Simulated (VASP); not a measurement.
## What goes wrong when the gap of Bi2Se3 (Paraguanajuatite) is computed with a bad input

Aim: see how common mistakes in a band-structure run show up, on Bi2Se3 (Paraguanajuatite). The starting structure is a measured crystal structure from the Crystallography Open Database. Cell and atoms stay as given unless a step says otherwise.

Program: VASP 6.6.1. Level of theory: Kohn-Sham DFT with plane waves and PAW; LDA. Results are calculated unless marked as measured.

## (1) The structure

It takes space group R-3m (No. 166, trigonal). Conventional cell: a = 4.143 Å, b = 4.143 Å, c = 28.636 Å, α = 90.00°, β = 90.00°, γ = 120.00°. Nearest to Bi lie 6 Se at 2.85 to 3.07 Å. Se has 3 Bi at 2.85 Å nearest. Nearest to Se lie 6 Bi at 3.07 Å. Farther neighbours and most contacts between anions are not listed.

## (2) Reference bands

Input file INCAR:

```
SYSTEM = Bi2Se3
PREC = Accurate
ENCUT = 350
EDIFF = 1E-06
NELM = 100
ISMEAR = 0
SIGMA = 0.03
LREAL = .FALSE.
ALGO = Normal
GGA = CA
NBANDS = 39
LORBIT = 11
LWAVE = .FALSE.
LCHARG = .FALSE.
KPAR = 4
```

Input file POSCAR:

```
Bi2Se3
1.0
    2.0715000000      1.1959810826      9.5453333333
   -2.0715000000      1.1959810826      9.5453333333
    0.0000000000     -2.3919621653      9.5453333333
Bi Se
2 3
Direct
    0.5992000000      0.5992000000      0.5992000000
    0.4008000000      0.4008000000      0.4008000000
    0.7883000000      0.7883000000      0.7883000000
    0.2117000000      0.2117000000      0.2117000000
    0.0000000000      0.0000000000      0.0000000000
```

Input file KPOINTS:

```
Automatic mesh
0
Gamma
6 6 6
0 0 0
```

Input file KPOINTS_OPT:

```
Line mode
8
Line-mode
Reciprocal
  0.00000000   0.00000000   0.00000000 GAMMA
  0.50000000   0.00000000   0.00000000 L

  0.50000000   0.00000000   0.00000000 L
  0.50000000   0.17713253  -0.17713253 B1

  0.82286747   0.50000000   0.17713253 B
  0.50000000   0.50000000   0.50000000 Z

  0.50000000   0.50000000   0.50000000 Z
  0.00000000   0.00000000   0.00000000 GAMMA

  0.00000000   0.00000000   0.00000000 GAMMA
  0.33856627   0.00000000  -0.33856627 X

  0.66143373   0.33856627   0.00000000 Q
  0.50000000   0.50000000   0.00000000 F

  0.50000000   0.50000000   0.00000000 F
  0.66143373   0.66143373   0.17713253 P1

  0.66143373   0.66143373   0.17713253 P1
  0.50000000   0.50000000   0.50000000 Z

  0.50000000   0.00000000   0.00000000 L
  0.82286747   0.33856627   0.33856627 P
```

Potentials, in the order of the species: Bi_d and Se (LDA family, release 64).

Launch:

```
$ mpirun -np 4 vasp_std
```

Log:

```text
[banner, memory and clock lines left out]
running    4 mpi-ranks, on    1 nodes
 distrk:  each k-point on    1 cores,    4 groups
 distr:  one band on    1 cores,    1 groups

 POSCAR found type information on POSCAR BiSe
 POSCAR found :  2 types and       5 ions
 LDA part: xc-table for (Slater(with rela. corr.)+CA(PZ))
 , standard interpolation
 POSCAR, INCAR and KPOINTS ok, starting setup
 FFT: planning ... GRIDC
 FFT: planning ... GRID_SOFT
 FFT: planning ... GRID
 WAVECAR not read
 entering main loop
       N       E                     dE             d eps       ncg     rms          rms(c)
DAV:   1     0.402102766442E+03    0.40210E+03   -0.17829E+04  2496   0.963E+02
DAV:   2     0.215286966363E+02   -0.38057E+03   -0.35979E+03  2611   0.297E+02
DAV:   3    -0.225049283280E+02   -0.44034E+02   -0.42681E+02  3070   0.116E+02
DAV:   4    -0.241343183971E+02   -0.16294E+01   -0.16233E+01  2946   0.249E+01
DAV:   5    -0.241961136985E+02   -0.61795E-01   -0.61790E-01  3515   0.449E+00    0.528E+00
DAV:   6    -0.234112030878E+02    0.78491E+00   -0.74433E-01  3560   0.595E+00    0.327E+00
DAV:   7    -0.233986947835E+02    0.12508E-01   -0.26431E-01  2884   0.193E+00    0.173E+00
DAV:   8    -0.233939115279E+02    0.47833E-02   -0.34641E-02  2939   0.890E-01    0.487E-01
DAV:   9    -0.233931802149E+02    0.73131E-03   -0.23897E-03  3233   0.262E-01    0.103E-01
DAV:  10    -0.233931674102E+02    0.12805E-04   -0.28612E-04  3004   0.897E-02    0.450E-02
DAV:  11    -0.233931697760E+02   -0.23658E-05   -0.48007E-05  3185   0.413E-02    0.182E-02
DAV:  12    -0.233931720568E+02   -0.22808E-05   -0.18681E-05  2691   0.175E-02    0.730E-03
DAV:  13    -0.233931718534E+02    0.20339E-06   -0.12663E-06  2041   0.625E-03
   1 F= -.23393172E+02 E0= -.23393166E+02  d E =-.125121E-04
 Start KPOINTS_OPT (optional k-point list driver)
k-point batch [1-32\72]
       N       E                     dE             ncg
DAV:   1     0.124152618202E+04   -0.19460E+05     2504
DAV:   2    -0.109259618422E+05   -0.12167E+05     2649
DAV:   3    -0.123649738541E+05   -0.14390E+04     3038
DAV:   4    -0.124182417919E+05   -0.53268E+02     2939
DAV:   5    -0.124202041841E+05   -0.19624E+01     3592
DAV:   6    -0.124202400742E+05   -0.35890E-01     3292
DAV:   7    -0.124202407840E+05   -0.70986E-03     3629
DAV:   8    -0.124202407953E+05   -0.11273E-04     3069
DAV:   9    -0.124202407956E+05   -0.28120E-06     1941
[...]
k-point batch [65-72\72]
       N       E                     dE             ncg
DAV:   1     0.245265957795E+05   -0.94363E+04      624
DAV:   2     0.214603175863E+05   -0.30663E+04      663
DAV:   3     0.211067169349E+05   -0.35360E+03      767
DAV:   4     0.210942270271E+05   -0.12490E+02      744
DAV:   5     0.210937580292E+05   -0.46900E+00      928
DAV:   6     0.210937491816E+05   -0.88476E-02      779
DAV:   7     0.210937490009E+05   -0.18062E-03      936
DAV:   8     0.210937489978E+05   -0.31838E-05      708
DAV:   9     0.210937489977E+05   -0.83488E-07      480
```

It took 5.4 min on 4 MPI ranks of Intel Xeon Platinum 8488C (Sapphire Rapids), shared host; peak memory 1.7 GiB.

Lines that name or quote the potential files are left out of all logs, and their timing lines are given in words.

From OUTCAR (step 2):

```text
ion  position               nearest neighbor table
   1  0.599  0.599  0.599-   4 2.85   4 2.85   4 2.85   5 3.07   5 3.07   5 3.07
   2  0.401  0.401  0.401-   3 2.85   3 2.85   3 2.85   5 3.07   5 3.07   5 3.07
   3  0.788  0.788  0.788-   2 2.85   2 2.85   2 2.85
   4  0.212  0.212  0.212-   1 2.85   1 2.85   1 2.85
   5  0.000  0.000  0.000-   1 3.07   1 3.07   2 3.07   2 3.07   1 3.07   2 3.07

  LATTYP: Found a trigonal (rhomboedric) cell.
 ALAT       =     9.8404710987
 COS(alpha) =     0.9113725833

 Subroutine GETGRP returns: Found 12 space group operations
 (whereof 12 operations were pure point group operations)

The static configuration has the point symmetry D_3d.

 Found     32 irreducible k-points:

   k-points           NKPTS =     32   k-points in BZ     NKDIM =     32   number of bands    NBANDS=     39

   dimension x,y,z NGX =    60 NGY =   60 NGZ =   60
   dimension x,y,z NGXF=   120 NGYF=  120 NGZF=  120

   ENCUT  =  350.0 eV  25.72 Ry    5.07 a.u.  15.01 15.01 15.01*2*pi/ulx,y,z

   NELECT =      48.0000    total number of electrons

 k-points in reciprocal lattice and weights: Automatic mesh
   0.00000000  0.00000000  0.00000000       0.005
   0.16666667  0.00000000 -0.00000000       0.028
   0.33333333 -0.00000000 -0.00000000       0.028
   0.50000000  0.00000000 -0.00000000       0.014
   0.16666667  0.16666667 -0.00000000       0.028
   0.33333333  0.16666667 -0.00000000       0.056
   0.50000000  0.16666667 -0.00000000       0.056
  -0.33333333  0.16666667  0.00000000       0.056
  -0.16666667  0.16666667  0.00000000       0.028
[...]
-0.33333333  0.50000000  0.33333333       0.028
   0.50000000  0.50000000  0.50000000       0.005

 average (electrostatic) potential at core
       1-106.3669       2-106.3669       3 -59.3883       4 -59.3883       5 -59.2027

 E-fermi :   4.8964

 k-point     1 :       0.0000    0.0000    0.0000
  band No.  band energies     occupation
    ...
     20       2.9799      2.00000
     21       2.9799      2.00000
     22       3.6607      2.00000
     23       3.6607      2.00000
     24       4.8487      1.97545
     25       4.9441      0.02455
     26       6.1737      0.00000
     27       6.1737      0.00000
     28       6.8888      0.00000
     29       7.4972      0.00000
    ...

 k-point     2 :       0.1667    0.0000   -0.0000
  band No.  band energies     occupation
    ...
     20       2.8865      2.00000
     21       3.5369      2.00000
     22       3.5579      2.00000
     23       3.7467      2.00000
     24       4.1708      2.00000
     25       6.1247      0.00000
     26       6.5354      0.00000
     27       6.8671      0.00000
     28       6.9610      0.00000
     29       7.5389      0.00000
    ...

 k-point     3 :       0.3333   -0.0000   -0.0000
  band No.  band energies     occupation
    ...
     20       2.1193      2.00000
     21       2.4078      2.00000
     22       3.3830      2.00000
     23       3.6389      2.00000
     24       4.2794      2.00000
     25       5.7787      0.00000
     26       6.8589      0.00000
     27       7.1226      0.00000
     28       7.8140      0.00000
     29       8.4729      0.00000
    ...

  Total       -1.6868357     -1.6868357     -1.7746225      0.0000000      0.0000000      0.0000000
  in kB      -19.0472280    -19.0472280    -20.0384886      0.0000000      0.0000000      0.0000000
  external PRESSURE =     -19.3776482 kB  Pullay stress =       0.0000000 kB

  energy-cutoff  :      350.00
  volume of cell :      141.89
      direct lattice vectors                 reciprocal lattice vectors
     2.071500000  1.195981083  9.545333333     0.241370987  0.139355604  0.034921078
    -2.071500000  1.195981083  9.545333333    -0.241370987  0.139355604  0.034921078
     0.000000000 -2.391962165  9.545333333     0.000000000 -0.278711209  0.034921078

 POSITION                                       TOTAL-FORCE (eV/Angst)
 -----------------------------------------------------------------------------------
      0.00000     -0.00000     17.15869         0.000000     -0.000000      0.159616
      0.00000     -0.00000     11.47731         0.000000      0.000000     -0.159616
      0.00000     -0.00000     22.57376         0.000000     -0.000000      0.038266
      0.00000     -0.00000      6.06224         0.000000      0.000000     -0.038266
      0.00000      0.00000      0.00000         0.000000      0.000000     -0.000000
 -----------------------------------------------------------------------------------
    total drift:                               -0.000000     -0.000000      0.000000

  FREE ENERGIE OF THE ION-ELECTRON SYSTEM (eV)
  ---------------------------------------------------
  free  energy   TOTEN  =       -23.3931718534 eV

  energy  without entropy=      -23.3931593413  energy(sigma->0) =      -23.39316560

 total charge
# of ion       s       p       d       tot
------------------------------------------
    1        1.618   1.087   9.957  12.662
    2        1.618   1.087   9.957  12.662
    3        1.496   2.254   0.023   3.773
    4        1.496   2.254   0.023   3.773
    5        1.478   2.309   0.021   3.809
--------------------------------------------------
tot          7.707   8.991  19.981  36.678

[... 3 further parts left out ...]
```

Spin-orbit coupling is off here; with elements this heavy it can split and shift levels by tenths of an eV, and by up to about 1 eV where a band edge is a 6p state.

The reference gap is 0.095 eV.

## (3) Bands with a cutoff far too low

A slip made on purpose: a cutoff far too low. Against step 2 the input has ENCUT = 110 (also changed: NELM).

INCAR, as its differences from that of step 2:

```diff
@@ -2,5 +2,5 @@
 PREC = Accurate
-ENCUT = 350
+ENCUT = 110
 EDIFF = 1E-06
-NELM = 100
+NELM = 60
 ISMEAR = 0
```

POSCAR is that of step 2.

KPOINTS is that of step 2.

KPOINTS_OPT is that of step 2.

Launch:

```
$ mpirun -np 4 vasp_std
```

Log:

```text
[... set-up lines as in an earlier step ...]
 entering main loop
       N       E                     dE             d eps       ncg     rms          rms(c)
DAV:   1     0.209866028257E+03    0.20987E+03   -0.10234E+04  3381   0.312E+02
DAV:   2     0.991329605381E+02   -0.11073E+03   -0.10707E+03  3062   0.116E+02
DAV:   3     0.963380494640E+02   -0.27949E+01   -0.27765E+01  2938   0.171E+01
DAV:   4     0.963282474782E+02   -0.98020E-02   -0.98013E-02  2776   0.107E+00
[...]
DAV:  12     0.125412523014E+03    0.60518E-04   -0.19490E-04  2846   0.507E-02    0.268E-02
DAV:  13     0.125412545136E+03    0.22122E-04   -0.87914E-05  2820   0.334E-02    0.725E-03
DAV:  14     0.125412545053E+03   -0.82346E-07   -0.50579E-06  2548   0.768E-03
   1 F= 0.12541255E+03 E0= 0.12541255E+03  d E =-.680090E-05
 Start KPOINTS_OPT (optional k-point list driver)
k-point batch [1-32\72]
       N       E                     dE             ncg
DAV:   1    -0.804126357528E+04   -0.19824E+05     3634
DAV:   2    -0.118370570405E+05   -0.37958E+04     3111
DAV:   3    -0.119643017077E+05   -0.12724E+03     2932
DAV:   4    -0.119652522653E+05   -0.95056E+00     2838
DAV:   5    -0.119652593860E+05   -0.71207E-02     2963
DAV:   6    -0.119652594526E+05   -0.66610E-04     2606
DAV:   7    -0.119652594533E+05   -0.76079E-06     2261
[...]
k-point batch [65-72\72]
       N       E                     dE             ncg
DAV:   1     0.116635592760E+05   -0.71580E+04      872
DAV:   2     0.107175984601E+05   -0.94596E+03      795
DAV:   3     0.106831489251E+05   -0.34450E+02      736
DAV:   4     0.106828814413E+05   -0.26748E+00      708
DAV:   5     0.106828798460E+05   -0.15954E-02      736
DAV:   6     0.106828798350E+05   -0.10978E-04      652
DAV:   7     0.106828798349E+05   -0.81420E-07      544
```

It took 54 s on 4 MPI ranks; peak memory 0.72 GiB.

OUTCAR, selected parts (step 3):

```text
  Total     -790.6919714   -790.6919714   -793.6666566     -0.0000000      0.0000000      0.0000000
  in kB    -8928.2494172  -8928.2494173  -8961.8386436     -0.0000000      0.0000000      0.0000000
  external PRESSURE =   -8939.4458261 kB  Pullay stress =       0.0000000 kB

 POSITION                                       TOTAL-FORCE (eV/Angst)
 -----------------------------------------------------------------------------------
      0.00000     -0.00000     17.15869         0.000000     -0.000000      2.344356
      0.00000     -0.00000     11.47731         0.000000      0.000000     -2.344356
      0.00000     -0.00000     22.57376         0.000000      0.000000     -0.901279
      0.00000     -0.00000      6.06224         0.000000     -0.000000      0.901279
      0.00000      0.00000      0.00000         0.000000      0.000000     -0.000000
 -----------------------------------------------------------------------------------
    total drift:                                0.000000      0.000000      0.000000

  FREE ENERGIE OF THE ION-ELECTRON SYSTEM (eV)
  ---------------------------------------------------
  free  energy   TOTEN  =       125.4125450534 eV

  energy  without entropy=      125.4125518544  energy(sigma->0) =      125.41254845

[... 1 part as in an earlier step ...]

[... 2 further parts left out ...]
[key lines of the parts left out:]
E-fermi :   4.3946
```

With a cutoff far too low the gap is 0.106 eV, +0.011 eV from the reference.

## (4) Bands with no empty bands

A slip made on purpose: no empty bands. Against step 2 the input has NBANDS = 24 and no band path (also changed: NELM).

INCAR, as its differences from that of step 3:

```diff
@@ -2,3 +2,3 @@
 PREC = Accurate
-ENCUT = 110
+ENCUT = 350
 EDIFF = 1E-06
@@ -10,3 +10,3 @@
 GGA = CA
-NBANDS = 39
+NBANDS = 24
 LORBIT = 11
```

POSCAR is that of step 3.

KPOINTS is that of step 3.

Launch:

```
$ mpirun -np 4 vasp_std
```

Log:

```text
[... set-up lines as in an earlier step ...]
 entering main loop
       N       E                     dE             d eps       ncg     rms          rms(c)
DAV:   1     0.427806487717E+03    0.42781E+03   -0.19371E+04  1536   0.157E+03
DAV:   2     0.217802570580E+02   -0.40603E+03   -0.40603E+03  1816   0.442E+02
DAV:   3    -0.224897186493E+02   -0.44270E+02   -0.44270E+02  2024   0.155E+02
DAV:   4    -0.240964445730E+02   -0.16067E+01   -0.16067E+01  1760   0.327E+01
[...]
DAV:  13    -0.233931660244E+02    0.30388E-05   -0.84796E-05  1672   0.453E-02    0.315E-03
DAV:  14    -0.233931670859E+02   -0.10615E-05   -0.11981E-05  1352   0.128E-02    0.229E-03
DAV:  15    -0.233931676011E+02   -0.51522E-06   -0.50922E-06   840   0.475E-03
 -----------------------------------------------------------------------------
|                                                                             |
|           W    W    AA    RRRRR   N    N  II  N    N   GGGG   !!!           |
|           W    W   A  A   R    R  NN   N  II  NN   N  G    G  !!!           |
|           W    W  A    A  R    R  N N  N  II  N N  N  G       !!!           |
|           W WW W  AAAAAA  RRRRR   N  N N  II  N  N N  G  GGG   !            |
|           WW  WW  A    A  R   R   N   NN  II  N   NN  G    G                |
|           W    W  A    A  R    R  N    N  II  N    N   GGGG   !!!           |
|                                                                             |
|     Your highest band is occupied at some k-points! Unless you are          |
|     performing a calculation for an insulator or semiconductor, without     |
|     unoccupied bands, you have included TOO FEW BANDS!! Please increase     |
|     the parameter NBANDS in file INCAR to ensure that the highest band      |
|     is unoccupied at all k-points. It is always recommended to include      |
|     a few unoccupied bands to accelerate the convergence of                 |
|     molecular-dynamics runs (even for insulators or semiconductors),        |
|     since the presence of unoccupied bands improves wavefunction            |
|     prediction and helps to suppress 'band-crossings'.                      |
|                                                                             |
 -----------------------------------------------------------------------------

   1 F= -.23393168E+02 E0= -.23393168E+02  d E =-.196748E-13
```

The job ended after 1.8 min (4 MPI ranks; peak memory 1.5 GiB; 7.2 min of CPU time).

Parts of OUTCAR (step 4):

```text
  Total       -1.6853183     -1.6853183     -1.7726041      0.0000000      0.0000000      0.0000000
  in kB      -19.0300932    -19.0300932    -20.0156980      0.0000000      0.0000000      0.0000000
  external PRESSURE =     -19.3586281 kB  Pullay stress =       0.0000000 kB

 POSITION                                       TOTAL-FORCE (eV/Angst)
 -----------------------------------------------------------------------------------
      0.00000     -0.00000     17.15869         0.000000     -0.000000      0.160227
      0.00000     -0.00000     11.47731         0.000000      0.000000     -0.160227
      0.00000     -0.00000     22.57376         0.000000     -0.000000      0.038487
      0.00000     -0.00000      6.06224         0.000000      0.000000     -0.038487
      0.00000      0.00000      0.00000         0.000000     -0.000000      0.000000
 -----------------------------------------------------------------------------------
    total drift:                               -0.000000     -0.000000      0.000000

  FREE ENERGIE OF THE ION-ELECTRON SYSTEM (eV)
  ---------------------------------------------------
  free  energy   TOTEN  =       -23.3931676011 eV

  energy  without entropy=      -23.3931676011  energy(sigma->0) =      -23.39316760

[... 1 part as in an earlier step ...]

[... 2 further parts left out ...]
[key lines of the parts left out:]
E-fermi :   4.9900
```

The run converges, yet it holds no empty band, so no gap can be read from it.

(Continued in part 2 of 2.)

[Lines on the potential files, build, host, timing and source positions are cut from VASP's logs without a mark.]

[Logs are printed without paths, hosts, clocks, repeated set-up lines and the standing remarks that a program may print on its own settings, such as how far it seeks lower states.]

[Hosts, paths, dates, database ids (printed as entryN), source tags and the programs' standing remarks are cut or masked in the printed files.]
